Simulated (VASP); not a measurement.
# GaSb (relaxed from the CsCl type structure, space group Pm-3m): computed properties

Level of theory: PBEsol GGA, VASP's PBE PAW potentials (set 64) (plane waves; VASP).

```json
{
  "space_group": "Pm-3m (221)",
  "cell": "a = 3.544 Å, b = 3.544 Å, c = 3.544 Å, α = 90.00°, β = 90.00°, γ = 90.00°",
  "volume_per_atom": "22.25 Å³/atom",
  "band gap (over mesh and band path)": "none (metal, semimetal or under 0.01 eV)",
  "density": "7.15 g/cm³"
}
```

```yaml
crystal:
  lattice:
    - [3.54360, 0.00000, 0.00000]
    - [0.00000, 3.54360, 0.00000]
    - [0.00000, 0.00000, 3.54360]
  atoms:
    - { symbol: Ga, position: [0.00000, 0.00000, 0.00000] }
    - { symbol: Sb, position: [0.50000, 0.50000, 0.50000] }
```

Unless said otherwise, spin-orbit coupling is left out, though it shifts the bands of the heavy elements here.

The structure was generated: GaSb was put into the CsCl type type (Pm-3m), which need not be its known phase. It was relaxed first, which changed the volume by +14 %. Symmetry was kept, so distortions that lower it aren't found.
